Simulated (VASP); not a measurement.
The input files of a VASP run:

### POSCAR
```
FeSi
1
    4.4086705841    -0.0000000000     0.0000000000
    0.0000000000     4.4086705841     0.0000000000
   -0.0000000000     0.0000000000     4.4086705841
Fe Si
4 4
Direct
  0.8629090217   0.6370909783   0.3629090217
  0.3629090217   0.8629090217   0.6370909783
  0.1370909783   0.1370909783   0.1370909783
  0.6370909783   0.3629090217   0.8629090217
  0.1586140930   0.3413859070   0.6586140930
  0.6586140930   0.1586140930   0.3413859070
  0.8413859070   0.8413859070   0.8413859070
  0.3413859070   0.6586140930   0.1586140930
```

### INCAR
```
# general
SYSTEM =FeSi
PREC   =Accurate
ENCUT  =400
LREAL  =.FALSE.
LASPH  =.TRUE.

# electronic loop
EDIFF  =1E-6
NELM   =100
ALGO   =Normal
LMAXMIX=4
LMIXTAU=.TRUE.

# smearing
ISMEAR =0
SIGMA  =0.05

# functional
METAGGA=R2SCAN

# ions
IBRION =2
NSW    =60
ISIF   =3
EDIFFG =-0.02

# output
LWAVE  =.FALSE.
LCHARG =.FALSE.
```

**KPOINTS**
```
Automatic mesh
0
Gamma
5 5 5
0 0 0
```

POTCAR, in this order: Fe Si (PBE.64 set). Program: vasp_std.

### Question
Write an equivalent input for Ansatz.

### Answer
One equivalent input (not run):
Ansatz 0.2 input:
```yaml
crystal:
  lattice:
    - [4.4086706, 0.0000000, 0.0000000]
    - [0.0000000, 4.4086706, 0.0000000]
    - [0.0000000, 0.0000000, 4.4086706]
  atoms:
    - { symbol: Fe, position: [0.8629090, 0.6370910, 0.3629090] }
    - { symbol: Fe, position: [0.3629090, 0.8629090, 0.6370910] }
    - { symbol: Fe, position: [0.1370910, 0.1370910, 0.1370910] }
    - { symbol: Fe, position: [0.6370910, 0.3629090, 0.8629090] }
    - { symbol: Si, position: [0.1586141, 0.3413859, 0.6586141] }
    - { symbol: Si, position: [0.6586141, 0.1586141, 0.3413859] }
    - { symbol: Si, position: [0.8413859, 0.8413859, 0.8413859] }
    - { symbol: Si, position: [0.3413859, 0.6586141, 0.1586141] }
kpoints:
  mp_grid: { grid: [5, 5, 5] }
hamiltonian:
  xc: r2scan
  pseudopotentials: { kind: paw }
scf:
  occupations: { method: gaussian, width: 0.05 }
  max_iter: 100
relax:
  max_steps: 60
  f_tol: 0.02
  cell: {}
output: { forces: true, stress: true, eigenvalues: true }
```
What does not carry over: each code has its own PAW files, so the cut-off isn't converted (ENCUT is set for VASP's; basis.ecutwfc is left out, and Ansatz then takes the one that its files recommend); Ansatz stops its SCF on the density residual and VASP on the energy change (EDIFF).

The compound is FeSi in the B20 structure. This run relaxes it. Symmetry was kept, so distortions that lower it aren't found. The start is the result of an earlier pass.
